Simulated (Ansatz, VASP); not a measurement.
# Two plane-wave programs on Na3Nb

```
CELL_PARAMETERS angstrom
4.73729 0.00000 0.00000
0.00000 4.73729 0.00000
0.00000 0.00000 4.73729
ATOMIC_POSITIONS crystal
Na 0.00000 0.50000 0.50000
Na 0.50000 0.00000 0.50000
Na 0.50000 0.50000 0.00000
Nb 0.00000 0.00000 0.00000
```

Alike in both runs: functional PBE; k mesh 10 × 10 × 10; occupations gaussian, width 0.1 eV; no spin polarisation.

Ansatz relaxed the structure, and its values are those at the end. VASP's run is a single point on that final structure, the one shown.

|  | VASP | Ansatz |
| --- | --- | --- |
| version | VASP 6.6.1 | Ansatz 0.2.0 |
| potentials or method | VASP PAW PBE potentials, release 64 (Na_pv, Nb_sv) | scalar-relativistic, plane waves, PAW |
| plane-wave cutoff (eV) | 520 | 420 |
| valence electrons in the cell | 34 | 40 |

|  | VASP | Ansatz | Ansatz less VASP |
| --- | --- | --- | --- |
| gap on the k mesh at the Fermi level (eV) | none | none | - |
| pressure (GPa) | 0.0 | 0.0 | +0.01 |

A gap of «none» marks a metal or a gap that the smearing closes. The two sets of potentials don't hold the same shells in valence.
